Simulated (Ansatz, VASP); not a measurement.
# Li3ClO in two plane-wave programs

One calculation is typed for both programs; each brings its own data sets. How far apart do they land? The cell is generated by rule, not measured, and may not be a known phase. The cell is taken from a series of runs on this material, whose earlier steps may have relaxed, scaled, displaced or heated it; both programs get it as it stands.

Main program and level: Ansatz 0.2.0; plane waves, with VASP 6.6.1 beside it; zone-centre phonons at PBEsol.

## 1. The structure

Symmetry: Pm-3m, No. 221, cubic system. The conventional cell has a = 3.840 Å, b = 3.840 Å, c = 3.840 Å, α = 90.00°, β = 90.00°, γ = 90.00°. Nearest to Cl lie 12 Li at 2.72 Å. Nearest to O lie 6 Li at 1.92 Å. Nearest to Li lie 2 O at 1.92 Å and 4 Cl at 2.72 Å and 8 Li at 2.72 Å. Farther neighbours and most contacts between anions are not listed.

As a file:

```xyz
5
Lattice="3.8396 0.0000 0.0000 0.0000 3.8396 0.0000 0.0000 0.0000 3.8396" Properties=species:S:1:pos:R:3 pbc="T T T"
Cl    0.0000    0.0000    0.0000
O     1.9198    1.9198    1.9198
Li    1.9198    1.9198    0.0000
Li    1.9198    0.0000    1.9198
Li    0.0000    1.9198    1.9198
```

## 2. VASP: zone-centre phonons, PBEsol

Second derivatives magnify differences that forces hide, and they need a tight electronic threshold.

Lines of VASP's logs that name or quote its potential files are left out, and so is its time.

Contents of INCAR:

```
SYSTEM = Li3ClO
PREC = Accurate
ENCUT = 750
EDIFF = 1E-08
NELM = 120
ISMEAR = 0
SIGMA = 0.01
LREAL = .FALSE.
ALGO = Normal
GGA = PS
NBANDS = 17
LORBIT = 11
LWAVE = .FALSE.
LCHARG = .FALSE.
ISIF = 2
IBRION = 8
LEPSILON = .TRUE.
LASPH = .TRUE.
GGA_COMPAT = .FALSE.
EFERMI = MIDGAP
KPAR = 2
```

Contents of POSCAR:

```
Li3ClO
1.0
    3.8396099490      0.0000000000      0.0000000000
    0.0000000000      3.8396099490      0.0000000000
    0.0000000000      0.0000000000      3.8396099490
Cl O Li
1 1 3
Direct
    0.0000000000      0.0000000000      0.0000000000
    0.5000000000      0.5000000000      0.5000000000
    0.5000000000      0.5000000000      0.0000000000
    0.5000000000      0.0000000000      0.5000000000
    0.0000000000      0.5000000000      0.5000000000
```

Contents of KPOINTS:

```
Automatic mesh
0
Gamma
8 8 8
0 0 0
```

The projector-augmented-wave data sets are Cl, O and Li_sv (PBE family, release 64).

Command:

```bash
$ mpirun -np 2 vasp_std
```

Numbers of over 12 decimals in the logs are rounded to 6 here.

What it wrote:

```text
[banner, memory and clock lines left out]
running    2 mpi-ranks, on    1 nodes
 distrk:  each k-point on    1 cores,    2 groups
 distr:  one band on    1 cores,    1 groups

 POSCAR found type information on POSCAR ClO Li
 POSCAR found :  3 types and       5 ions
|                                                                             |
|               ----> ADVICE to this user running VASP <----                  |
|                                                                             |
|     You enforced a specific xc type in the INCAR file but a different       |
|     [... a line on the potential file left out ...]
|     I HOPE YOU KNOW WHAT YOU ARE DOING!                                     |
|                                                                             |

 LDA part: xc-table for (Slater+PW92), standard interpolation
 POSCAR, INCAR and KPOINTS ok, starting setup
 FFT: planning ... GRIDC
 FFT: planning ... GRID_SOFT
 FFT: planning ... GRID
 WAVECAR not read
 entering main loop
       N       E                     dE             d eps       ncg     rms          rms(c)
DAV:   1     0.150206869064E+03    0.15021E+03   -0.13183E+04  1190   0.173E+03
DAV:   2    -0.106771032551E+02   -0.16088E+03   -0.15634E+03  1530   0.363E+02
DAV:   3    -0.256961272578E+02   -0.15019E+02   -0.14957E+02  2237   0.817E+01
DAV:   4    -0.261340355269E+02   -0.43791E+00   -0.43735E+00  1603   0.164E+01
DAV:   5    -0.261501070715E+02   -0.16072E-01   -0.16070E-01  1856   0.232E+00    0.973E+00
DAV:   6    -0.224817343361E+02    0.36684E+01   -0.11851E+01  1269   0.227E+01    0.385E+00
DAV:   7    -0.224285656637E+02    0.53169E-01   -0.11731E+00  1662   0.570E+00    0.297E+00
DAV:   8    -0.223478182602E+02    0.80747E-01   -0.33741E-01  1225   0.393E+00    0.746E-01
DAV:   9    -0.223307549408E+02    0.17063E-01   -0.11569E-01  1527   0.184E+00    0.260E-01
DAV:  10    -0.223315783977E+02   -0.82346E-03   -0.97396E-03  1471   0.596E-01    0.956E-02
DAV:  11    -0.223315542254E+02    0.24172E-04   -0.15942E-03  1526   0.265E-01    0.188E-02
DAV:  12    -0.223315680824E+02   -0.13857E-04   -0.14144E-04  1479   0.809E-02    0.131E-02
DAV:  13    -0.223315641683E+02    0.39141E-05   -0.19720E-05  1541   0.267E-02    0.692E-03
DAV:  14    -0.223315642390E+02   -0.70733E-07   -0.22092E-06  1459   0.931E-03    0.804E-04
DAV:  15    -0.223315642466E+02   -0.75572E-08   -0.12121E-07  1627   0.244E-03    0.861E-04
DAV:  16    -0.223315642539E+02   -0.72926E-08   -0.49143E-08  1028   0.120E-03
   1 F= -.22331564E+02 E0= -.22331564E+02  d E =0.000000E+00
 Linear response reoptimize wavefunctions to high precision
DAV:   1    -0.223315642575E+02   -0.36189E-08   -0.41011E-09  1068   0.420E-04
DAV:   2    -0.223315642575E+02   -0.38199E-10   -0.18051E-10   652   0.104E-04
 Linear response G [H, r] |phi>, progress :
  Direction:   1
       N       E                     dE             d eps       ncg     rms
RMM:   1    -0.566696910964E+02   -0.56670E+02    0.69737E+02  1583   0.310E+02
RMM:   2    -0.718847834105E+02   -0.15215E+02   -0.40413E+01  2388   0.395E+01
RMM:   3    -0.731204254760E+02   -0.12356E+01   -0.77711E+00  2753   0.142E+01
RMM:   4    -0.733988453882E+02   -0.27842E+00   -0.17450E+00  2923   0.615E+00
RMM:   5    -0.734519327470E+02   -0.53087E-01   -0.32293E-01  2954   0.204E+00
RMM:   6    -0.734592187153E+02   -0.72860E-02   -0.71363E-02  3051   0.866E-01
RMM:   7    -0.734609018982E+02   -0.16832E-02   -0.16630E-02  3008   0.352E-01
RMM:   8    -0.734612441110E+02   -0.34221E-03   -0.80844E-03  3012   0.165E-01
RMM:   9    -0.734613672035E+02   -0.12309E-03   -0.96533E-03  3020   0.794E-02
RMM:  10    -0.734614107404E+02   -0.43537E-04    0.88104E-04  2978   0.419E-02
RMM:  11    -0.734614252215E+02   -0.14481E-04   -0.57353E-05  2941   0.226E-02
RMM:  12    -0.734614299188E+02   -0.46973E-05    0.18209E-03  2832   0.129E-02
RMM:  13    -0.734614317608E+02   -0.18420E-05    0.59690E-05  2630   0.744E-03
RMM:  14    -0.734614324183E+02   -0.65745E-06    0.66719E-04  2504   0.445E-03
RMM:  15    -0.734614325818E+02   -0.16357E-06    0.25472E-05  2420   0.273E-03
RMM:  16    -0.734614326601E+02   -0.78234E-07    0.22875E-04  2361   0.173E-03
RMM:  17    -0.734614326876E+02   -0.27568E-07   -0.29246E-06  2312   0.116E-03
RMM:  18    -0.734614327461E+02   -0.58465E-07    0.74938E-05  2239   0.808E-04
RMM:  19    -0.734614327589E+02   -0.12816E-07   -0.55805E-06  2150   0.613E-04
RMM:  20    -0.734614327593E+02   -0.38625E-09    0.29211E-05  2083   0.495E-04
RMM:  21    -0.734614327543E+02    0.50110E-08   -0.43277E-06  1989   0.427E-04
RMM:  22    -0.734614327683E+02   -0.13965E-07    0.27816E-06  1926   0.387E-04
RMM:  23    -0.734614327626E+02    0.56989E-08    0.15756E-06  1838   0.363E-04
RMM:  24    -0.734614327653E+02   -0.27810E-08   -0.98176E-07  1724   0.349E-04
[...]
RMM:  11    -0.388295898749E+00   -0.67390E-05   -0.10715E-04  6225   0.691E-03    0.543E-04
RMM:  12    -0.388304736946E+00   -0.88382E-05   -0.72017E-05  5867   0.487E-03    0.820E-04
RMM:  13    -0.388319419035E+00   -0.14682E-04   -0.45937E-05  5477   0.467E-03    0.627E-04
RMM:  14    -0.388312256127E+00    0.71629E-05   -0.13555E-05  5453   0.257E-03    0.170E-04
RMM:  15    -0.388313852835E+00   -0.15967E-05   -0.61604E-06  5855   0.112E-03    0.139E-04
[...]
N       E                     dE             d eps       ncg     rms          rms(c)
RMM:   1    -0.369437383273E+00   -0.36944E+00    0.23794E-01  5045   0.309E+00
RMM:   2    -0.365105641066E+00    0.43317E-02   -0.15647E-02  4980   0.484E-01    0.115E-01
RMM:   3    -0.366878455879E+00   -0.17728E-02   -0.34939E-03  5005   0.247E-01    0.619E-02
RMM:   4    -0.368680195326E+00   -0.18017E-02   -0.11721E-03  5049   0.183E-01    0.177E-02
RMM:   5    -0.368683207890E+00   -0.30126E-05   -0.24227E-04  5684   0.625E-02    0.553E-03
RMM:   6    -0.368728753151E+00   -0.45545E-04   -0.26008E-05  5719   0.220E-02    0.242E-03
RMM:   7    -0.368708594388E+00    0.20159E-04   -0.16841E-06  5774   0.893E-03    0.103E-03
RMM:   8    -0.368715620216E+00   -0.70258E-05   -0.22909E-06  5887   0.375E-03    0.246E-04
RMM:   9    -0.368717399171E+00   -0.17790E-05    0.27351E-06  6169   0.159E-03    0.120E-04
RMM:  10    -0.368717586443E+00   -0.18727E-06    0.48226E-07  6126   0.638E-04    0.598E-05
RMM:  11    -0.368717424161E+00    0.16228E-06    0.37336E-07  6225   0.254E-04    0.419E-05
RMM:  12    -0.368717571939E+00   -0.14778E-06   -0.15824E-08  5855   0.150E-04    0.113E-05
RMM:  13    -0.368717494269E+00    0.77671E-07    0.67912E-08  6251   0.641E-05    0.426E-06
RMM:  14    -0.368717521974E+00   -0.27706E-07   -0.26349E-09  6131   0.355E-05    0.168E-06
RMM:  15    -0.368717526197E+00   -0.42223E-08    0.17492E-08  6175   0.201E-05    0.517E-07
 first order change of Fermi-energy  -0.48495E-03
 force on displaced ion       2 direction 1 :  -8.101   0.000   0.000
 Born effective charge ion    2 direction 1 :  -2.018   0.000   0.000
 Linear response progress:
  Degree of freedom:   3/  4
       N       E                     dE             d eps       ncg     rms          rms(c)
RMM:   1    -0.173617528060E+00   -0.17362E+00    0.65503E-01  6089   0.127E+01
RMM:   2    -0.178154952020E+00   -0.45374E-02   -0.18265E-02  7945   0.898E-01    0.741E-02
RMM:   3    -0.178329880653E+00   -0.17493E-03   -0.34965E-03  9116   0.343E-01    0.350E-02
RMM:   4    -0.178339015741E+00   -0.91351E-05   -0.60525E-04  9606   0.159E-01    0.785E-03
RMM:   5    -0.178410349472E+00   -0.71334E-04   -0.11939E-04  9787   0.495E-02    0.239E-03
RMM:   6    -0.178490600462E+00   -0.80251E-04   -0.74211E-05  9689   0.302E-02    0.139E-03
RMM:   7    -0.178568220989E+00   -0.77621E-04   -0.53938E-05  9473   0.224E-02    0.502E-04
RMM:   8    -0.178574598914E+00   -0.63779E-05   -0.38746E-05 10348   0.157E-02    0.258E-04
RMM:   9    -0.178582657701E+00   -0.80588E-05   -0.37657E-05 10201   0.131E-02    0.188E-04
RMM:  10    -0.178584655242E+00   -0.19975E-05   -0.28921E-05 10371   0.111E-02    0.207E-04
RMM:  11    -0.178587369084E+00   -0.27138E-05   -0.24869E-05 10142   0.956E-03    0.244E-04
RMM:  12    -0.178585427949E+00    0.19411E-05   -0.17851E-05  9391   0.843E-03    0.418E-04
RMM:  13    -0.178585006526E+00    0.42142E-06   -0.15027E-05 10078   0.729E-03    0.482E-04
RMM:  14    -0.178596306461E+00   -0.11300E-04   -0.11167E-05  9073   0.708E-03    0.150E-04
RMM:  15    -0.178597637509E+00   -0.13310E-05   -0.98130E-06  9571   0.590E-03    0.156E-04
RMM:  16    -0.178594284512E+00    0.33530E-05   -0.80945E-06  8804   0.550E-03    0.280E-04
RMM:  17    -0.178596583084E+00   -0.22986E-05   -0.71928E-06  8834   0.497E-03    0.227E-04
RMM:  18    -0.178599138423E+00   -0.25553E-05   -0.61751E-06  9146   0.461E-03    0.163E-04
RMM:  19    -0.178599595677E+00   -0.45725E-06   -0.56923E-06 10046   0.415E-03    0.166E-04
RMM:  20    -0.178601431903E+00   -0.18362E-05   -0.47808E-06  9309   0.394E-03    0.115E-04
RMM:  21    -0.178601433912E+00   -0.20088E-08   -0.42374E-06  9712   0.360E-03    0.127E-04
RMM:  22    -0.178601479451E+00   -0.45539E-07   -0.39314E-06 10062   0.338E-03    0.135E-04
RMM:  23    -0.178602358563E+00   -0.87911E-06   -0.35788E-06  9641   0.323E-03    0.116E-04
 first order change of Fermi-energy   0.38195E-04
 force on displaced ion       3 direction 1 :  -1.586   0.000   0.000
 Born effective charge ion    3 direction 1 :   1.147   0.000   0.000
 Linear response progress:
  Degree of freedom:   4/  4
       N       E                     dE             d eps       ncg     rms          rms(c)
RMM:   1    -0.152171835928E+00   -0.15217E+00    0.55540E+00  3802   0.192E+01
RMM:   2    -0.160339553162E+00   -0.81677E-02   -0.26418E-02  4695   0.111E+00    0.833E-02
RMM:   3    -0.160561336080E+00   -0.22178E-03   -0.56416E-03  5434   0.442E-01    0.395E-02
RMM:   4    -0.160672910715E+00   -0.11157E-03   -0.13571E-03  5728   0.218E-01    0.656E-03
RMM:   5    -0.160799921607E+00   -0.12701E-03   -0.34820E-04  5930   0.728E-02    0.523E-03
RMM:   6    -0.160977870044E+00   -0.17795E-03   -0.17676E-04  5631   0.462E-02    0.332E-03
RMM:   7    -0.161177315285E+00   -0.19945E-03   -0.12162E-04  5379   0.377E-02    0.738E-04
RMM:   8    -0.161183544662E+00   -0.62294E-05   -0.98966E-05  6052   0.206E-02    0.544E-04
RMM:   9    -0.161206393037E+00   -0.22848E-04   -0.83399E-05  5764   0.180E-02    0.138E-04
RMM:  10    -0.161205428819E+00    0.96422E-06   -0.76382E-05  6076   0.151E-02    0.101E-04
RMM:  11    -0.161210306887E+00   -0.48781E-05   -0.69910E-05  6036   0.136E-02    0.111E-04
RMM:  12    -0.161208422714E+00    0.18842E-05   -0.60484E-05  5830   0.124E-02    0.253E-04
RMM:  13    -0.161212848872E+00   -0.44262E-05   -0.54254E-05  5303   0.116E-02    0.188E-04
RMM:  14    -0.161215606592E+00   -0.27577E-05   -0.49548E-05  5921   0.108E-02    0.205E-04
[...]
RMM:  19    -0.161227729843E+00   -0.19706E-05   -0.34435E-05  5413   0.824E-03    0.208E-04
RMM:  20    -0.161227143363E+00    0.58648E-06   -0.31463E-05  5229   0.786E-03    0.277E-04
RMM:  21    -0.161227680126E+00   -0.53676E-06   -0.29963E-05  5841   0.745E-03    0.311E-04
RMM:  22    -0.161227275934E+00    0.40419E-06   -0.28160E-05  5326   0.718E-03    0.366E-04
RMM:  23    -0.161227920652E+00   -0.64472E-06   -0.26635E-05  5687   0.685E-03    0.391E-04
RMM:  24    -0.161228215740E+00   -0.29509E-06   -0.25534E-05  5394   0.658E-03    0.418E-04
RMM:  25    -0.161228531655E+00   -0.31591E-06   -0.24139E-05  5480   0.636E-03    0.447E-04
RMM:  26    -0.161229416703E+00   -0.88505E-06   -0.23338E-05  5473   0.614E-03    0.457E-04
 first order change of Fermi-energy   0.45291E-04
 force on displaced ion       3 direction 3 :   0.000  -0.000  -6.850
 Born effective charge ion    3 direction 3 :   0.000   0.000   0.983
 Born effective charges drift removed
 Linear response finished
```

(Part 1 of 3 ends here.)

[Lines on the potential files, build, host, timing and source positions are cut from VASP's logs without a mark.]

[Logs are printed without paths, hosts, clocks, repeated set-up lines and the standing remarks that a program may print on its own settings, such as how far it seeks lower states.]

[Hosts, paths, dates, database ids (printed as entryN), source tags and the programs' standing remarks are cut or masked in the printed files.]
